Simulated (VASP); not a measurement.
Write the native input for VASP 6.6.1 that does the following.

| Property | Result |
| --- | --- |
| Task | relaxation of cell and atoms |
| Functional | PBE |
| Potentials or basis | VASP PAW PBE potentials, release 64 (B, Br) |
| Cutoff | 600 eV |
| k mesh | 9 × 9 × 3 |
| Occupations | fermi-dirac, width 0.1 eV |
| Spin | no spin polarisation |
| Dipole correction | no |
| Further INCAR settings | ALGO = Fast; EDIFF = 1e-06; IBRION = 2; EDIFFG = -0.03; NSW = 60; ISIF = 3 |

The structure of B2Br lies in POSCAR:

```
B2Br
1.0
    3.7453440000      0.0000000000      0.0000000000
   -1.8726720000      3.2435660000      0.0000000000
    0.0000000000      0.0000000000      9.1740760000
B Br
4 2
Direct
    0.0000000000      0.0000000000      0.3800000000
    0.0000000000      0.0000000000      0.6200000000
    0.6667000000      0.3333000000      0.0230000000
    0.3333000000      0.6667000000      0.9770000000
    0.6667000000      0.3333000000      0.3060000000
    0.3333000000      0.6667000000      0.6940000000
```

The cell was built by a generator and needn't be a form met in nature.

One way to write it, as run:

INCAR

```
SYSTEM = B2Br
  ALGO = Fast
  EDIFF = 1E-6
  EDIFFG = -0.03
  ENCUT = 600
  GGA = PE
  IBRION = 2
  ISIF = 3
  ISMEAR = -1
  LASPH = .True.
  LCHARG = .False.
  LREAL = .False.
  LWAVE = .False.
  NELM = 100
  NSW = 60
  PREC = Accurate
  SIGMA = 0.1
```

KPOINTS

```
k-points
0
Gamma
  9 9 3
  0 0 0
```

Potentials or basis: VASP PAW PBE potentials, release 64 (B, Br).

Command:

```bash
$ cat potpaw_PBE.64/B/POTCAR potpaw_PBE.64/Br/POTCAR > POTCAR
$ mpirun -np 1 vasp_std > vasp.out
```

Results of the run:

The relaxed volume is 14.37 Å³/atom. The relaxed cell is a = 3.103 Å, b = 3.103 Å, c = 10.336 Å, α = 89.89°, β = 90.11°, γ = 119.97° and the space group after relaxing (to 0.05 Å) is P-3m1 (No. 164). The energy gained by relaxing is 645.9 meV/atom. The ionic steps are 23. The pressure after relaxing is -0.1 GPa. The largest force after relaxing is 0.029 eV/Å and the band gap on the k mesh is none (metal or under the smearing width).

Caveat: the volume moved by over 15 % at a fixed basis, so the end points are rough; this functional lacks dispersion, which binds the layers, so the pressure and a relaxed spacing across them are unreliable.

Run time: 37 min on 1 thread of Intel(R) Xeon(R) Platinum 8559C (Emerald Rapids), with other jobs on the host, peak memory 0.39 GiB.
